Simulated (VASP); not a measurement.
**VASP 6.6.1, r²SCAN single-point calculation, Rb₂ICl (strained ordered alloy on rocksalt lattice)**

INCAR

```
ISIF = 2
NSW = 0
SIGMA = 0.01
NBANDS = 24
PREC = Accurate
ENCUT = 520
LCHARG = .FALSE.
METAGGA = R2SCAN
NELM = 120
EDIFF = 1E-7
LASPH = .TRUE.
IBRION = -1
LWAVE = .FALSE.
LREAL = .FALSE.
ISMEAR = 0
ALGO = Normal
```

KPOINTS

```
KPOINTS created by Atomic Simulation Environment
0
Gamma
6 6 6
0 0 0
```

KPOINTS_OPT

```
special points
8
Reciprocal
0.0000000000 0.0000000000 0.0000000000 1
0.5000000000 0.5000000000 0.5000000000 1
0.8129401377 0.1870598623 0.5000000000 1
0.5000000000 -0.1870598623 0.1870598623 1
0.5000000000 0.0000000000 0.0000000000 1
0.3435299311 -0.3435299311 0.0000000000 1
0.6564700689 0.0000000000 0.3435299311 1
0.5000000000 0.0000000000 0.5000000000 1
```

POSCAR

```
Cl I  Rb
 1.0000000000000000
     2.4644112378250256    1.4228284915688845    8.3734851386971680
    -2.4644112378250256    1.4228284915688845    8.3734851386971680
     0.0000000000000000   -2.8456569830877694    8.3734851387056644
 Cl  I   Rb
   1   1   2
Cartesian
  2.4644112378250251  1.4228284915688847  8.3734851386971698
 -0.0000000000000001  0.0000000000250000 12.5602277080500020
  0.0000000000000000  0.0000000000129621  6.5122575954000572
 -0.0000000000000000  0.0000000000370375 18.6081978206999494
```

VASP ran with the recommended PBE PAW datasets (32 valence electrons in the cell).

Command

```
mpirun -np 1 vasp_std
```

OSZICAR

```
N       E                     dE             d eps       ncg     rms          rms(c)
DAV:   1     0.136169752602E+03    0.13617E+03   -0.12922E+04  1536   0.111E+03
DAV:   2    -0.579234258910E+02   -0.19409E+03   -0.18458E+03  2192   0.220E+02
DAV:   3    -0.749199154664E+02   -0.16996E+02   -0.16918E+02  2344   0.638E+01
DAV:   4    -0.753782556185E+02   -0.45834E+00   -0.45750E+00  2240   0.103E+01
DAV:   5    -0.753907328074E+02   -0.12477E-01   -0.12476E-01  2192   0.144E+00    0.355E+00
DAV:   6    -0.662714496952E+02    0.91193E+01   -0.21854E+00  2248   0.780E+00    0.341E+00
DAV:   7    -0.661983466234E+02    0.73103E-01   -0.36995E-01  2000   0.252E+00    0.218E+00
DAV:   8    -0.662281477318E+02   -0.29801E-01   -0.35210E-02  1936   0.111E+00    0.712E-01
DAV:   9    -0.662396013624E+02   -0.11454E-01   -0.17387E-02  1936   0.716E-01    0.158E-01
DAV:  10    -0.662416222088E+02   -0.20208E-02   -0.16366E-03  1952   0.254E-01    0.534E-02
DAV:  11    -0.662418283574E+02   -0.20615E-03   -0.15699E-04  1968   0.846E-02    0.199E-02
DAV:  12    -0.662418456452E+02   -0.17288E-04   -0.23101E-05  2128   0.286E-02    0.859E-03
DAV:  13    -0.662418453559E+02    0.28932E-06   -0.41633E-06  2016   0.106E-02    0.290E-03
DAV:  14    -0.662418445141E+02    0.84174E-06   -0.13119E-06  1976   0.627E-03    0.186E-03
DAV:  15    -0.662418446384E+02   -0.12431E-06   -0.19733E-07  1648   0.292E-03    0.854E-04
DAV:  16    -0.662418447687E+02   -0.13025E-06   -0.95006E-08  1528   0.149E-03    0.384E-04
DAV:  17    -0.662418448020E+02   -0.33308E-07   -0.16948E-08  1320   0.751E-04
   1 F= -.66241845E+02 E0= -.66241845E+02  d E =-.539470E-67
       N       E                     dE             ncg
DAV:   1     0.766435785979E+03   -0.62915E+04      384
DAV:   2    -0.763496020998E+03   -0.15299E+04      536
DAV:   3    -0.894661657391E+03   -0.13117E+03      592
DAV:   4    -0.897554531268E+03   -0.28929E+01      544
DAV:   5    -0.897654669275E+03   -0.10014E+00      568
DAV:   6    -0.897657345943E+03   -0.26767E-02      552
DAV:   7    -0.897657372336E+03   -0.26393E-04      568
DAV:   8    -0.897657372764E+03   -0.42800E-06      544
DAV:   9    -0.897657372771E+03   -0.67066E-08      384
```

From OUTCAR

```
k-points           NKPTS =     32   k-points in BZ     NKDIM =     32   number of bands    NBANDS=     24

   NELECT =      32.0000    total number of electrons

   dimension x,y,z NGX =    70 NGY =   70 NGZ =   70
   dimension x,y,z NGXF=   140 NGYF=  140 NGZF=  140

  energy-cutoff  :      520.00
  volume of cell :      176.17
      direct lattice vectors                 reciprocal lattice vectors
     2.464411238  1.422828492  8.373485139     0.202888216  0.117137566  0.039808195
    -2.464411238  1.422828492  8.373485139    -0.202888216  0.117137566  0.039808195
     0.000000000 -2.845656983  8.373485139     0.000000000 -0.234275132  0.039808195

 k-points in reciprocal lattice and weights: KPOINTS created by Atomic Simulation Env
   0.00000000  0.00000000  0.00000000       0.005
   0.16666667  0.00000000  0.00000000       0.028
   0.33333333 -0.00000000  0.00000000       0.028
   0.50000000  0.00000000  0.00000000       0.014
   0.16666667  0.16666667  0.00000000       0.028
   0.33333333  0.16666667  0.00000000       0.056
   0.50000000  0.16666667  0.00000000       0.056
  -0.33333333  0.16666667 -0.00000000       0.056
   ...

 E-fermi :  -0.9689

 k-point     1 :       0.0000    0.0000    0.0000
  band No.  band energies     occupation
      1     -27.1475      2.00000
      2     -27.1398      2.00000
      3     -14.7784      2.00000
      4     -11.9297      2.00000
      5     -10.6779      2.00000
      6     -10.6779      2.00000
      7     -10.6694      2.00000
      8     -10.6694      2.00000
      9     -10.6673      2.00000
     10     -10.5140      2.00000
     11      -2.7932      2.00000
     12      -2.5031      2.00000
     13      -2.5031      2.00000
     14      -1.6284      2.00000
     15      -1.0893      2.00000
     16      -1.0893      2.00000
     17       3.1235      0.00000
     18       5.1910      0.00000
     19       6.0199      0.00000
     20       6.0199      0.00000
     21       6.0299      0.00000
     22       6.0804      0.00000
     23       6.8990      0.00000
     24       6.8990      0.00000

 k-point     2 :       0.1667    0.0000    0.0000
  band No.  band energies     occupation
      1     -27.1458      2.00000
      2     -27.1392      2.00000
      3     -14.7763      2.00000
      4     -11.9065      2.00000
      5     -10.7172      2.00000
      6     -10.6891      2.00000
      7     -10.6724      2.00000
      8     -10.6705      2.00000
      9     -10.6600      2.00000
     10     -10.5327      2.00000
     11      -2.7094      2.00000
     12      -2.5649      2.00000
     13      -2.5066      2.00000
     14      -1.6550      2.00000
     15      -1.3688      2.00000
     16      -1.1458      2.00000
     17       3.6189      0.00000
     18       5.4094      0.00000
     19       5.6775      0.00000
     20       5.9637      0.00000
     21       6.2681      0.00000
     22       6.4403      0.00000
     23       7.0803      0.00000
     24       7.1421      0.00000

 k-point     3 :       0.3333   -0.0000    0.0000
  band No.  band energies     occupation
      1     -27.1423      2.00000
      2     -27.1383      2.00000
      3     -14.7723      2.00000
      4     -11.8552      2.00000
      5     -10.7750      2.00000
      6     -10.7079      2.00000
      7     -10.6883      2.00000
      8     -10.6818      2.00000
      9     -10.6739      2.00000
     10     -10.5494      2.00000
     11      -2.7157      2.00000
     12      -2.5620      2.00000
     13      -2.5149      2.00000
     14      -1.7982      2.00000
     15      -1.6503      2.00000
     16      -1.2511      2.00000
     17       4.5990      0.00000
     18       5.0312      0.00000
     19       5.3403      0.00000
     20       6.3822      0.00000
     21       6.6218      0.00000
     22       7.4132      0.00000
     23       7.4778      0.00000
     24       7.5625      0.00000

 k-point     4 :       0.5000    0.0000    0.0000
  band No.  band energies     occupation
      1     -27.1400      2.00000
      2     -27.1383      2.00000
      3     -14.7703      2.00000
      4     -11.8308      2.00000
      5     -10.7588      2.00000
      6     -10.7167      2.00000
      7     -10.7125      2.00000
      8     -10.6943      2.00000
      9     -10.6870      2.00000
     10     -10.5734      2.00000
     11      -2.7599      2.00000
     12      -2.5197      2.00000
     13      -2.5081      2.00000
     14      -2.0002      2.00000
     15      -1.6368      2.00000
     16      -1.3004      2.00000
     17       4.8678      0.00000
     18       5.0409      0.00000
     19       5.4295      0.00000
     20       6.2609      0.00000
     21       6.7825      0.00000
     22       7.6444      0.00000
     23       7.7668      0.00000
     24       7.8958      0.00000

 k-point     5 :       0.1667    0.1667    0.0000
  band No.  band energies     occupation
      1     -27.1458      2.00000
      2     -27.1393      2.00000
      3     -14.7764      2.00000
      4     -11.9069      2.00000
      5     -10.7078      2.00000
      6     -10.6912      2.00000
      7     -10.6704      2.00000
      8     -10.6703      2.00000
      9     -10.6655      2.00000
     10     -10.5363      2.00000
     11      -2.6953      2.00000
     12      -2.5677      2.00000
     13      -2.5038      2.00000
     14      -1.6738      2.00000
     15      -1.3689      2.00000
     16      -1.1509      2.00000
     17       3.6790      0.00000
     18       5.3720      0.00000
     19       5.7528      0.00000
     20       5.8917      0.00000
     21       6.1938      0.00000
     22       6.3437      0.00000
     23       7.0968      0.00000
     24       7.2367      0.00000

 k-point     6 :       0.3333    0.1667    0.0000
  band No.  band energies     occupation
      1     -27.1432      2.00000
      2     -27.1385      2.00000
      3     -14.7733      2.00000
      4     -11.8684      2.00000
      5     -10.7495      2.00000
      6     -10.7241      2.00000
      7     -10.6913      2.00000
      8     -10.6692      2.00000
      9     -10.6664      2.00000
     10     -10.5418      2.00000
     11      -2.6682      2.00000
     12      -2.5993      2.00000
     13      -2.5220      2.00000
     14      -1.6710      2.00000
     15      -1.6402      2.00000
     16      -1.2805      2.00000
     17       4.3919      0.00000
     18       5.3698      0.00000
     19       5.4374      0.00000
     20       5.8355      0.00000
     21       6.6647      0.00000
     22       6.9181      0.00000
     23       7.2002      0.00000
     24       7.5171      0.00000

 k-point     7 :       0.5000    0.1667    0.0000
  band No.  band energies     occupation
      1     -27.1401      2.00000
      2     -27.1382      2.00000
      3     -14.7702      2.00000
      4     -11.8299      2.00000
      5     -10.7530      2.00000
      6     -10.7486      2.00000
      7     -10.7158      2.00000
      8     -10.6929      2.00000
      9     -10.6715      2.00000
     10     -10.5618      2.00000
     11      -2.7291      2.00000
     12      -2.5741      2.00000
     13      -2.5134      2.00000
     14      -1.8787      2.00000
     15      -1.6255      2.00000
     16      -1.4322      2.00000
     17       5.0094      0.00000
     18       5.2827      0.00000
     19       5.5255      0.00000
     20       6.0393      0.00000
     21       6.8324      0.00000
     22       7.1110      0.00000
     23       7.6558      0.00000
     24       8.0378      0.00000

 k-point     8 :      -0.3333    0.1667   -0.0000
  band No.  band energies     occupation
      1     -27.1403      2.00000
      2     -27.1380      2.00000
      3     -14.7702      2.00000
      4     -11.8275      2.00000
      5     -10.7769      2.00000
      6     -10.7553      2.00000
      7     -10.7156      2.00000
      8     -10.6790      2.00000
      9     -10.6698      2.00000
     10     -10.5492      2.00000
     11      -2.7355      2.00000
     12      -2.5703      2.00000
     13      -2.5094      2.00000
     14      -1.8754      2.00000
     15      -1.6320      2.00000
     16      -1.4332      2.00000
     17       5.0627      0.00000
     18       5.3802      0.00000
     19       5.4349      0.00000
     20       6.1924      0.00000
     21       6.6601      0.00000
     22       7.0267      0.00000
     23       7.5667      0.00000
     24       7.7505      0.00000

 ...

  Total       -0.2743211     -0.2743211     -0.5663653      0.0000000     -0.0000000      0.0000000
  in kB       -2.4948618     -2.4948618     -5.1509103      0.0000000     -0.0000000      0.0000000
  external PRESSURE =      -3.3802113 kB  Pullay stress =       0.0000000 kB

 POSITION                                       TOTAL-FORCE (eV/Angst)
 -----------------------------------------------------------------------------------
      0.00000      0.00000      0.00000         0.000000     -0.000000      0.000000
      0.00000      0.00000     12.56023         0.000000     -0.000000      0.000000
      0.00000      0.00000      6.51226         0.000000      0.000000      0.001176
      0.00000      0.00000     18.60820         0.000000     -0.000000     -0.001176
 -----------------------------------------------------------------------------------
    total drift:                               -0.000000     -0.000000     -0.000000

  FREE ENERGIE OF THE ION-ELECTRON SYSTEM (eV)
  ---------------------------------------------------
  free  energy   TOTEN  =       -66.2418448020 eV

  energy  without entropy=      -66.2418448020  energy(sigma->0) =      -66.24184480
```

```json
{
 "gap between bands v and c": "4.21 eV",
 "least direct gap": "4.21 eV",
 "pressure": "-0.3 GPa"
}
```

Band v is the last that the valence electrons fill when counted band by band, and c is the next.

The run took about 18 min on one core of a shared host (Intel Xeon 6975P-C) and held 0.95 GiB at most.
